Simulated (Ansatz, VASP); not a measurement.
# AlNi3 in two plane-wave programs

Aim: how closely do two programs agree when they are given the same cell, functional and k mesh? The cell is taken from a series of runs on this material, whose earlier steps may have relaxed, scaled, displaced or heated it; both programs get it as it stands.

Program: Ansatz 0.2.0. Level of theory: plane waves, with VASP 6.6.1 beside it; elastic constants at PBEsol. Results are calculated unless marked as measured.

### 1. Set-up

The structure is cubic, space group Pm-3m (No. 221). Conventional cell: a = 3.516 Å, b = 3.516 Å, c = 3.516 Å, α = 90.00°, β = 90.00°, γ = 90.00°. Al has 12 Ni at 2.49 Å nearest. Nearest to Ni lie 4 Al at 2.49 Å and 8 Ni at 2.49 Å. Farther neighbours are not listed.

### 2. Ansatz: elastic constants, PBEsol, pair 1

Ansatz runs on its default PAW (the set named soft_2) files.

Elastic constants are differences of stresses under small strains, so they test the stress and the mesh.

The input, input.yaml:

```yaml
crystal:
  lattice:
    - [3.5155622153, 0.0, 0.0]
    - [0.0, 3.5155622153, 0.0]
    - [0.0, 0.0, 3.5155622153]
  atoms:
    - { symbol: Al, position: [0.0, 0.0, 0.0] }
    - { symbol: Ni, position: [0.0, 0.5, 0.5] }
    - { symbol: Ni, position: [0.5, 0.0, 0.5] }
    - { symbol: Ni, position: [0.5, 0.5, 0.0] }
kpoints:
  mp_grid: { grid: [4, 4, 4] }
hamiltonian:
  xc: pbesol
scf:
  occupations: { method: methfessel_paxton, width: 0.25 }
output:
  forces: true
  stress: true
  eigenvalues: true
elastic:
  mode: relaxed_ion
  stencil: two_point
  amplitude: 0.01
```

Run with:

```sh
ansatz run input.yaml --threads 4 --pin off --max-ram 16384MiB --backend cpu --events-out ev --progress --plain --runs-dir out
```

Numbers of over 12 decimals in the logs are rounded to 6 here.

The program printed:

```text
Engine: ansatz 0.2.0, aarch64-unknown-linux-gnu
Pseudopotentials: kind: paw
Pseudopotential: Al, paw, valence charge 3, recommended cutoff 420 eV (normal), Al.paw.azcp
Pseudopotential: Ni, paw, valence charge 18, recommended cutoff 420 eV (normal), Ni.paw.azcp
Functional definition: PBEsol
  exchange = pbesol_x
  correlation = pbesol_c
Crystal: 4 atoms, lattice volume = 43.449 Å³
Basis set: ecut = 420 eV, 847 PW (Γ), exchange–correlation on 48×48×48 points (8 copies of the dense FFT grid, shifted against one another)
Bands: 35, of which v1, the nominal top of the filled ones, is band 29 counted from 1 (28 counted from 0)
Symmetry: 48 space group operations
Space group: Pm-3m (ITA 221), of the structure as read, at distance tolerance 3.5e-5 Å
k-points: 10 of 64
Non-local potential: Al, projectors of the file, l = 0: 2, l = 1: 2, l = 2: 1
Non-local potential: Ni, projectors of the file, l = 0: 3, l = 1: 2, l = 2: 3, l = 3: 1
PAW form: soft (Blöchl's): semilocal exchange-correlation on the pseudo side does not see the compensation charge
PAW frozen core: Al, regenerated for the run's functional, and the local potential with it (the file was generated under x = pbe(κ = 0.804, μ = 0.219515), c = pbe(β = 0.066725))
PAW frozen core: Ni, regenerated for the run's functional, and the local potential with it (the file was generated under x = pbe(κ = 0.804, μ = 0.219515), c = pbe(β = 0.066725))
PAW one-centre angular grid: Al, 110 points (default); XC on 64 Gauss nodes
PAW one-centre angular grid: Ni, 590 points (default); XC on 64 Gauss nodes
Initial density: superposition of atomic densities (neutral atoms: chi_scale 0, normalization atom), corrected by the library's trained network
Initial wavefunctions: pseudopotential atomic-orbital guess
Functional: x = pbesol(κ = 0.804, μ = 0.123457), c = pbesol(β = 0.046)
SCF iter   1: F=—  HF=-17941.341691 eV  |F-HF|=—  |Δ(HF+E_count)|=         —  Δρ=2.58e-2  dr2=1.63e-1  ethr=1.77e-3  ⟨swp⟩=5.1  Hψ=1198  notcnv=0
preconditioner: auto → Kerker (q_TF=auto, 2.855 Å⁻¹)  [metal: Δε(μ)=0.048 eV  Ē_g=7.707 eV  σ=0.250 eV  W_gap=0.16  n_scr=18 (ndim 8)  ℏωp=32.4 eV  f_vac=0.001  D(μ)=4.15/eV (n_scr^D=56)]
SCF iter   2: F=—  HF=-17941.317754 eV  |F-HF|=—  |Δ(HF+E_count)|=   2.39e-2  S|Δr|=    0.00e0  Δρ=5.87e-3  dr2=9.73e-3  ethr=2.87e-4  ⟨swp⟩=2.7  Hψ=648  notcnv=0
SCF iter   3: F=—  HF=-17941.316128 eV  |F-HF|=—  |Δ(HF+E_count)|=   1.63e-3  S|Δr|=    0.00e0  Δρ=1.73e-3  dr2=9.63e-4  ethr=1.71e-5  ⟨swp⟩=1.3  Hψ=345  notcnv=0
SCF iter   4: F=—  HF=-17941.315867 eV  |F-HF|=—  |Δ(HF+E_count)|=   2.62e-4  S|Δr|=    0.00e0  Δρ=3.83e-4  dr2=3.35e-5  ethr=1.69e-6  ⟨swp⟩=2.0  Hψ=533  notcnv=0
SCF iter   5: F=—  HF=-17941.315793 eV  |F-HF|=—  |Δ(HF+E_count)|=   7.39e-5  S|Δr|=    0.00e0  Δρ=8.30e-5  dr2=3.22e-6  ethr=5.87e-8  ⟨swp⟩=2.1  Hψ=545  notcnv=0
SCF iter   6: F=—  HF=-17941.315780 eV  |F-HF|=—  |Δ(HF+E_count)|=   1.30e-5  S|Δr|=    0.00e0  Δρ=2.12e-5  dr2=3.21e-7  ethr=5.65e-9  ⟨swp⟩=2.0  Hψ=407  notcnv=0
SCF iter   7: F=—  HF=-17941.315780 eV  |F-HF|=—  |Δ(HF+E_count)|=   1.23e-7  S|Δr|=    0.00e0  Δρ=6.07e-6  dr2=1.92e-8  ethr=5.63e-10  ⟨swp⟩=2.0  Hψ=512  notcnv=0
SCF iter   8: F=—  HF=-17941.315780 eV  |F-HF|=—  |Δ(HF+E_count)|=   4.49e-9  S|Δr|=    0.00e0  Δρ=2.06e-6  dr2=1.48e-9  ethr=3.36e-11  ⟨swp⟩=2.2  Hψ=550  notcnv=0
SCF iter   9: F=—  HF=-17941.315780 eV  |F-HF|=—  |Δ(HF+E_count)|=  4.98e-10  S|Δr|=    0.00e0  Δρ=3.26e-7  dr2=5.00e-11  ethr=2.60e-12  ⟨swp⟩=2.0  Hψ=440  notcnv=0
SCF iter  10: F=—  HF=-17941.315780 eV  |F-HF|=—  |Δ(HF+E_count)|=  2.18e-11  S|Δr|=    0.00e0  Δρ=7.52e-8  dr2=1.61e-12  ethr=8.78e-14 (applied; sched 1.00e-12)  ⟨swp⟩=2.1  Hψ=567  notcnv=0  defer=8
[...]
SCF 1 converged in 12 iterations: F = -17941.315780 eV  dr2 = 7.02e-14
  greatest PAW one-centre occupation: 1.001 electrons in one spin orbital (limit 2), on the Ni atom at site 3 (counted from 0), in its partial waves of l = 1
Crystal: 4 atoms, lattice volume = 43.015 Å³
Symmetry: 16 space group operations
k-points: 18 of 64
Initial density: handed on by an earlier stage of this run
Initial wavefunctions: those handed on with the density
[...]
Crystal: 4 atoms, lattice volume = 43.448 Å³
Symmetry: 8 space group operations
k-points: 21 of 64
[...]
preconditioner: auto → Kerker (q_TF=auto, 2.855 Å⁻¹)  [metal: Δε(μ)=0.034 eV  Ē_g=7.630 eV  σ=0.250 eV  W_gap=0.11  n_scr=18 (ndim 8)  ℏωp=32.4 eV  f_vac=0.001  D(μ)=4.02/eV (n_scr^D=56)]
[...]
SCF 4 converged in 10 iterations: F = -17941.313830 eV  dr2 = 3.86e-14
iter 1 solved again at ethr=2.87e-9 eV; its pass at ethr=3.10e-3 eV (dr2=1.64e-6 eV) is discarded
SCF iter   1: F=—  HF=-17941.313920 eV  |F-HF|=—  |Δ(HF+E_count)|=         —  Δρ=3.16e-4  dr2=1.59e-6  ethr=2.87e-9  ⟨swp⟩=2.2  Hψ=3033  notcnv=0  defer=4
preconditioner: auto → Kerker (q_TF=auto, 2.855 Å⁻¹)  [metal: Δε(μ)=0.035 eV  Ē_g=7.630 eV  σ=0.250 eV  W_gap=0.12  n_scr=18 (ndim 8)  ℏωp=32.4 eV  f_vac=0.001  D(μ)=4.02/eV (n_scr^D=56)]
SCF iter   2: F=—  HF=-17941.313830 eV  |F-HF|=—  |Δ(HF+E_count)|=   9.08e-5  S|Δr|=    0.00e0  Δρ=1.60e-4  dr2=3.81e-7  ethr=2.79e-9  ⟨swp⟩=1.6  Hψ=740  notcnv=0  defer=4
SCF iter   3: F=—  HF=-17941.313830 eV  |F-HF|=—  |Δ(HF+E_count)|=   3.39e-7  S|Δr|=    0.00e0  Δρ=8.91e-6  dr2=1.37e-8  ethr=6.68e-10  ⟨swp⟩=1.0  Hψ=715  notcnv=0  defer=4
SCF iter   4: F=—  HF=-17941.313830 eV  |F-HF|=—  |Δ(HF+E_count)|=  5.17e-10  S|Δr|=    0.00e0  Δρ=2.18e-6  dr2=1.27e-9  ethr=2.40e-11  ⟨swp⟩=2.2  Hψ=950  notcnv=0  defer=4
SCF iter   5: F=—  HF=-17941.313830 eV  |F-HF|=—  |Δ(HF+E_count)|=  2.29e-10  S|Δr|=    0.00e0  Δρ=6.33e-7  dr2=1.77e-10  ethr=2.22e-12  ⟨swp⟩=2.0  Hψ=1063  notcnv=0  defer=4
SCF iter   6: F=—  HF=-17941.313830 eV  |F-HF|=—  |Δ(HF+E_count)|=  5.09e-11  S|Δr|=    0.00e0  Δρ=2.57e-7  dr2=2.68e-11  ethr=3.10e-13 (applied; sched 1.00e-12)  ⟨swp⟩=2.0  Hψ=1073  notcnv=0  defer=4
SCF iter   7: F=—  HF=-17941.313830 eV  |F-HF|=—  |Δ(HF+E_count)|=  3.64e-12  S|Δr|=    0.00e0  Δρ=1.21e-7  dr2=6.93e-12  ethr=4.71e-14 (applied; sched 1.00e-12)  ⟨swp⟩=2.4  Hψ=1177  notcnv=0  defer=19
SCF iter   8: F=—  HF=-17941.313830 eV  |F-HF|=—  |Δ(HF+E_count)|=  7.28e-12  S|Δr|=    0.00e0  Δρ=2.26e-8  dr2=2.04e-13  ethr=1.22e-14 (applied; sched 1.00e-12)  ⟨swp⟩=2.0  Hψ=909  notcnv=0  defer=20
SCF iter   9: F=-17941.313830 eV  HF=-17941.313830 eV  |F-HF|=3.64e-12  |Δ(HF+E_count)|=  3.64e-12  S|Δr|=    0.00e0  Δρ=1.42e-8  dr2=8.11e-14  ethr=1.00e-12  ⟨swp⟩=4.1  Hψ=2631  notcnv=0
SCF 5 converged in 9 iterations: F = -17941.313830 eV  dr2 = 8.11e-14
SCF converged after 12 iterations
Stability not checked: this state was not tested for a lower state beside it, because cold or Methfessel-Paxton smearing, or corrected tetrahedra, fill the levels in a way that the test cannot read (fill_not_monotonic; see scf.lower_state_search)
Free energy (F): -17941.315780 eV
Harris-Foulkes:  -17941.315780 eV  (|F-HF|=0.00e0)
Internal energy: -17941.304588 eV  (E = F + TS)
E sigma→0 (E₀):  -17941.312982 eV
Entropy (-TS):   -0.011192 eV (-2.798 meV/atom)
Fermi energy:    16.455308 eV
--- Per-component energies (eV) ---
  E_band       = -897.623104
  E_kinetic    = 880.868326
  E_local      = -11838.794343  (includes V_loc(G=0)·N_el)
  E_nonlocal   = 1920.102997
  E_hartree    = 5039.944416
  E_xc         = -296.467179
  E_vxc        = -361.899163  (∫ρ·V_xc dr)
  E_paw        = -5241.514584  (= ΣΔE_a)
  E_vpaw       = -1577.791336  (= ΣTr[D̂ρ^β])
  E_aug_tail   = 0.001549  (compensation charges beyond the density's cutoff)
  E_ewald      = -8406.056777
  E_core_change = 0.611006  (= ΣΔE_core)
  E_smearing   = -0.011192  (= −TS)
  E_closure    = 0.000000  (closes the sum)
  Σ components = -17941.315780   (vs F -17941.315780, Δ=0.00e0)
--- Forces (eV/Å), atoms counted from 1 ---
  atom   1  Al    -0.00000000     0.00000000     0.00000000
  atom   2  Ni     0.00000000     0.00000000     0.00000000
  atom   3  Ni     0.00000000    -0.00000000     0.00000000
  atom   4  Ni     0.00000000     0.00000000     0.00000000
  max |Σ_I F_I| component: 8.53e-29 eV/Å
--- Stress (GPa, compression-positive) ---
        0.004647       0.000000       0.000000
       -0.000000       0.004647       0.000000
        0.000000       0.000000       0.004647
  P = ⅓ Tr σ = 0.0046 GPa (0.046 kbar)
--- Band table (eV; the first three rows and the last of 10) ---
  k-point 0: bands = [... 25 lower, 16.6245, 16.6245, 16.6245, 17.2399, 17.2399, 17.2399, 23.2196, 23.2196, ... 2 higher]
  k-point 1: bands = [... 25 lower, 15.8483, 15.9637, 16.1052, 16.6252, 19.1189, 19.1189, 23.1319, 23.9230, ... 2 higher]
  k-point 2: bands = [... 25 lower, 15.3431, 15.5012, 16.0645, 16.6258, 22.1034, 22.1034, 22.1509, 22.1509, ... 2 higher]
  k-point 9: bands = [... 25 lower, 15.4542, 15.4542, 16.0926, 16.4111, 16.4111, 16.4111, 20.1567, 20.7060, ... 2 higher]
--- Elastic constants: 2 strain directions × 2 members + reference (group order 48) ---
  dense FFT box of the reference and of every strained cell: 24×24×24
  strains applied: 11, 23; error gains: componentwise 1.00 (the most a stress slope's error grows in a printed constant), spectral 1.73 (1 for all six strains in a standard setting)
  C = ∂σ_k/∂η_j (tension-positive GPa; Voigt order 11 22 33 23 13 12):
       280.033    168.659    168.659     -0.000     -0.000     -0.000
       168.659    280.033    168.659     -0.000     -0.000     -0.000
       168.659    168.659    280.033     -0.000     -0.000     -0.000
         0.000      0.000     -0.000    143.583      0.000     -0.000
         0.000      0.000     -0.000      0.000    143.583      0.000
        -0.000     -0.000     -0.000      0.000      0.000    143.583
  reference stress σ⁰ (GPa):     -0.005     -0.005     -0.005     -0.000     -0.000     -0.000
  C* (energy form; C + prestress term) asymmetry max|C*_kj − C*_jk| = 1.137e-13 GPa — a small one proves nothing (zero by symmetry where the batch's group is 432, −43m or m−3m); a large one is finite-difference/SCF noise where every solve meets its electron count
  moduli (Voigt/Reuss/Hill, GPa): K = 205.78/205.78/205.78   G = 108.42/88.01/98.22   E = 254.21   ν = 0.294
  mechanically stable: yes (min eigenvalue of sym C = 111.37 GPa)
  strain η (Voigt 11):  stress-route row diagonal C_11 = 280.03 GPa, energy-path curvature d²(F+E_count+ΔE)/dδ²/Ω₀ = 280.30 GPa
         δ    σ_11 (GPa)             F (eV)   n_scf  n_hpsi   n_pw
    -1.000e-2      -2.8508      -17941.3119347      11   12591    852   relax 0 steps, max|allowed force component| 1.89e-29 eV/Å
     1.000e-2       2.7498      -17941.3120316      10   11565    880   relax 0 steps, max|allowed force component| 1.38e-29 eV/Å
  strain η (Voigt 23):  stress-route row diagonal C_44 = 143.58 GPa, energy-path curvature d²(F+E_count+ΔE)/dδ²/Ω₀ = 143.67 GPa
         δ    σ_23 (GPa)             F (eV)   n_scf  n_hpsi   n_pw
    -1.000e-2      -1.4358      -17941.3138299      10   14501    858   relax 0 steps, max|allowed force component| 4.26e-28 eV/Å
     1.000e-2       1.4358      -17941.3138299       9   12671    858   relax 0 steps, max|allowed force component| 3.47e-28 eV/Å
```

[end of part 1 of 3]

[Lines on the potential files, build, host, timing and source positions are cut from VASP's logs without a mark.]

[Logs are printed without paths, hosts, clocks, repeated set-up lines and the standing remarks that a program may print on its own settings, such as how far it seeks lower states.]

[Hosts, paths, dates, database ids (printed as entryN), source tags and the programs' standing remarks are cut or masked in the printed files.]
